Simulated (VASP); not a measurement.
Output of a VASP run:

### OUTCAR
```
 ion  position               nearest neighbor table
   1  0.333  0.667  0.250-   2 2.70   2 2.70   2 2.70   2 2.70   2 2.70   2 2.70
   2  0.667  0.333  0.750-   1 2.70   1 2.70   1 2.70   1 2.70   1 2.70   1 2.70
  LATTYP: Found a hexagonal cell.
 ALAT       =     2.7647387238
 C/A-ratio  =     1.5747202151
 Subroutine PRICEL returns:
 Original cell was already a primitive cell.
 Subroutine GETGRP returns: Found 24 space group operations
The static configuration has the point symmetry D_3d.
 The point group associated with its full space group is D_6h.
The dynamic configuration has the point symmetry D_3d.
 Subroutine INISYM returns: Found 24 space group operations
 Subroutine IBZKPT returns following result:
 Found    135 irreducible k-points:

 Following reciprocal coordinates:
            Coordinates               Weight
  0.000000  0.000000  0.000000      1.000000
  0.066667  0.000000  0.000000      6.000000
  0.133333  0.000000  0.000000      6.000000
  0.200000  0.000000  0.000000      6.000000
  0.266667  0.000000  0.000000      6.000000
  0.333333  0.000000  0.000000      6.000000
  0.400000  0.000000  0.000000      6.000000
  0.466667  0.000000  0.000000      6.000000
  0.066667  0.066667  0.000000      6.000000
  0.133333  0.066667  0.000000     12.000000
  0.200000  0.066667  0.000000     12.000000
  0.266667  0.066667  0.000000     12.000000
  0.333333  0.066667  0.000000     12.000000
  0.400000  0.066667  0.000000     12.000000
  0.466667  0.066667  0.000000      6.000000
  0.133333  0.133333  0.000000      6.000000
  0.200000  0.133333  0.000000     12.000000
  0.266667  0.133333  0.000000     12.000000
  0.333333  0.133333  0.000000     12.000000
  0.400000  0.133333  0.000000     12.000000
  0.200000  0.200000  0.000000      6.000000
  0.266667  0.200000  0.000000     12.000000
  0.333333  0.200000  0.000000     12.000000
  0.400000  0.200000  0.000000      6.000000
  0.266667  0.266667  0.000000      6.000000
  0.333333  0.266667  0.000000     12.000000
  0.333333  0.333333  0.000000      2.000000
  0.000000  0.000000  0.111111      2.000000
  0.066667  0.000000  0.111111     12.000000
  0.133333  0.000000  0.111111     12.000000
  0.200000  0.000000  0.111111     12.000000
  0.266667  0.000000  0.111111     12.000000
  0.333333  0.000000  0.111111     12.000000
  0.400000  0.000000  0.111111     12.000000
  0.466667  0.000000  0.111111     12.000000
  0.066667  0.066667  0.111111     12.000000
  0.133333  0.066667  0.111111     24.000000
  0.200000  0.066667  0.111111     24.000000
  0.266667  0.066667  0.111111     24.000000
  0.333333  0.066667  0.111111     24.000000
   k-points           NKPTS =    135   k-points in BZ     NKDIM =    135   number of bands    NBANDS=     12
   number of dos      NEDOS =    301   number of ions     NIONS =      2
   total plane-waves  NPLWV =  18432
   dimension x,y,z NGX =    24 NGY =   24 NGZ =   32
   dimension x,y,z NGXF=    48 NGYF=   48 NGZF=   64
   ions per type =               2
   PREC   = accura    normal or accurate (medium, high low for compatibility)
   ISTART =      0    job   : 0-new  1-cont  2-samecut
   ICHARG =      2    charge: 1-file 2-atom 10-const
   ISPIN  =      1    spin polarized calculation?
   LNONCOLLINEAR =      F non collinear calculations
   LSORBIT =      F    spin-orbit coupling
   INIWAV =      1    electr: 0-lowe 1-rand  2-diag
   ENCUT  =  520.0 eV  38.22 Ry    6.18 a.u.   5.14  5.14  8.09*2*pi/ulx,y,z
   NELM   =    100;   NELMIN=  2; NELMDL= -5     # of ELM steps
   EDIFF  = 0.1E-06   stopping-criterion for ELM
   LREAL  =      F    real-space projection
   NLSPLINE    = F    spline interpolate recip. space projectors
   LMAXMIX     =    6 max onsite mixed and CHGCAR
   VOSKOWN=      0    Vosko Wilk Nusair interpolation
   EDIFFG = -.1E-01   stopping-criterion for IOM
   NSW    =     30    number of steps for IOM
...
```

**OSZICAR**
```
       N       E                     dE             d eps       ncg     rms          rms(c)
DAV:   1     0.109805651032E+03    0.10981E+03   -0.76163E+03  3240   0.127E+03
DAV:   2    -0.107221209478E+02   -0.12053E+03   -0.10860E+03  3380   0.397E+02
DAV:   3    -0.181871996592E+02   -0.74651E+01   -0.68161E+01  3988   0.794E+01
DAV:   4    -0.184034249652E+02   -0.21623E+00   -0.21394E+00  3428   0.142E+01
DAV:   5    -0.184062797128E+02   -0.28547E-02   -0.28474E-02  3856   0.126E+00    0.213E+01
DAV:   6    -0.173902250913E+02    0.10161E+01   -0.11697E+00  3516   0.103E+01    0.951E+00
DAV:   7    -0.171173246773E+02    0.27290E+00   -0.71215E-01  3808   0.782E+00    0.586E-01
DAV:   8    -0.171108163145E+02    0.65084E-02   -0.65453E-03  3312   0.657E-01    0.215E-01
DAV:   9    -0.171095832631E+02    0.12331E-02   -0.12641E-03  3516   0.421E-01    0.499E-02
DAV:  10    -0.171096198564E+02   -0.36593E-04   -0.35010E-05  3676   0.534E-02    0.105E-02
DAV:  11    -0.171095937263E+02    0.26130E-04   -0.77926E-06  3344   0.341E-02    0.156E-03
DAV:  12    -0.171095929148E+02    0.81154E-06   -0.93621E-08  2232   0.413E-03    0.119E-03
DAV:  13    -0.171095928008E+02    0.11401E-06   -0.13136E-08  1688   0.117E-03    0.183E-04
DAV:  14    -0.171095927560E+02    0.44750E-07   -0.60885E-09  1680   0.111E-03
   1 F= -.17109593E+02 E0= -.17110060E+02  d E =-.171096E+02
       N       E                     dE             d eps       ncg     rms          rms(c)
DAV:   1    -0.171117910450E+02   -0.21982E-02   -0.23315E-01  3292   0.425E+00    0.254E-01
DAV:   2    -0.171096819003E+02    0.21091E-02   -0.24769E-03  3988   0.669E-01    0.130E-01
DAV:   3    -0.171090163376E+02    0.66556E-03   -0.11887E-03  3616   0.296E-01    0.252E-02
DAV:   4    -0.171090183824E+02   -0.20448E-05   -0.78748E-05  3364   0.117E-01    0.119E-02
DAV:   5    -0.171090168972E+02    0.14852E-05   -0.13718E-06  3968   0.123E-02    0.267E-03
DAV:   6    -0.171090168377E+02    0.59458E-07   -0.72871E-08  1784   0.336E-03
   2 F= -.17109017E+02 E0= -.17109398E+02  d E =0.575918E-03
       N       E                     dE             d eps       ncg     rms          rms(c)
DAV:   1    -0.171110044413E+02   -0.19875E-02   -0.89310E-02  3300   0.263E+00    0.157E-01
DAV:   2    -0.171102053796E+02    0.79906E-03   -0.94243E-04  3992   0.412E-01    0.801E-02
DAV:   3    -0.171099519436E+02    0.25344E-03   -0.45681E-04  3632   0.183E-01    0.153E-02
DAV:   4    -0.171099528594E+02   -0.91581E-06   -0.30248E-05  3340   0.728E-02    0.749E-03
DAV:   5    -0.171099524359E+02    0.42347E-06   -0.53860E-07  3836   0.762E-03    0.167E-03
DAV:   6    -0.171099524218E+02    0.14144E-07   -0.32276E-08  1692   0.225E-03
   3 F= -.17109952E+02 E0= -.17110406E+02  d E =-.359666E-03
```

**OUTCAR**
```
------------------------ aborting loop because EDIFF is reached ----------------------------------------
  FORCE on cell =-STRESS in cart. coord.  units (eV):
  Direction    XX          YY          ZZ          XY          YZ          ZX
  --------------------------------------------------------------------------------------
  Total       -0.0212032     -0.0212032     -0.0209259      0.0000000      0.0000000      0.0000000
  in kB       -1.1787330     -1.1787326     -1.1633153      0.0000000      0.0000000      0.0000000
  external PRESSURE =      -1.1735936 kB  Pullay stress =       0.0000000 kB
  volume of cell :       28.82
      direct lattice vectors                 reciprocal lattice vectors
     1.380917220 -2.391818422 -0.000000000     0.362078184 -0.209045969  0.000000000
     1.380917220  2.391818422  0.000000000     0.362078184  0.209045969  0.000000000
     0.000000000  0.000000000  4.362852257     0.000000000 -0.000000000  0.229207853
 POSITION                                       TOTAL-FORCE (eV/Angst)
 -----------------------------------------------------------------------------------
      1.38092      0.79727      1.09071         0.000000     -0.000000      0.000000
      1.38092     -0.79727      3.27214        -0.000000      0.000000      0.000000
 -----------------------------------------------------------------------------------
    total drift:                               -0.000001      0.000027     -0.000020
  FREE ENERGIE OF THE ION-ELECTRON SYSTEM (eV)
  ---------------------------------------------------
  free  energy   TOTEN  =       -17.1099524218 eV

  energy  without entropy=      -17.1113139775  energy(sigma->0) =      -17.11040627

 reached required accuracy - stopping structural energy minimisation
```
(Selected blocks of OUTCAR.)

### POSCAR
```
Os
1
    1.3823695203    -2.3943338782     0.0000000000
    1.3823695203     2.3943338782     0.0000000000
    0.0000000000     0.0000000000     4.3536899579
Os
2
Direct
  0.3333330000   0.6666670000   0.2500000000
  0.6666670000   0.3333330000   0.7500000000
```

### Question
Reconstruct the remaining input files.

### Answer
This is not unique; one that fits is the input of the run itself, optB88-vdW, plane waves, VASP's PBE PAW potentials (set 64).

INCAR:
```
! general
SYSTEM   = Os
PREC     = Accurate
ENCUT    = 520
LREAL    = .FALSE.   ! projection in real space or not
LASPH    = .TRUE.

! electronic loop
EDIFF    = 1E-7   ! SCF stop (eV)
NELM     = 100   ! most electronic steps
ALGO     = Normal   ! blocked Davidson
LMAXMIX  = 6

! smearing
ISMEAR   = 1   ! Methfessel-Paxton
SIGMA    = 0.1   ! width (eV)

! functional
GGA      = BO
LUSE_VDW = .TRUE.
AGGAC    = 0.0
PARAM1   = 0.1833333333
PARAM2   = 0.22

! ions
IBRION   = 2
NSW      = 30   ! most ionic steps
ISIF     = 4   ! ions and shape, fixed volume
EDIFFG   = -0.01   ! ionic stop

! output
LWAVE    = .FALSE.
LCHARG   = .FALSE.
```

KPOINTS:
```
K-points
0
gamma
  15 15 9
```

POTCAR, in this order: Os (PBE.64 set). Program: vasp_std.

The compound is Os in the hcp structure. This run relaxes it. Symmetry was kept, so distortions that lower it aren't found.
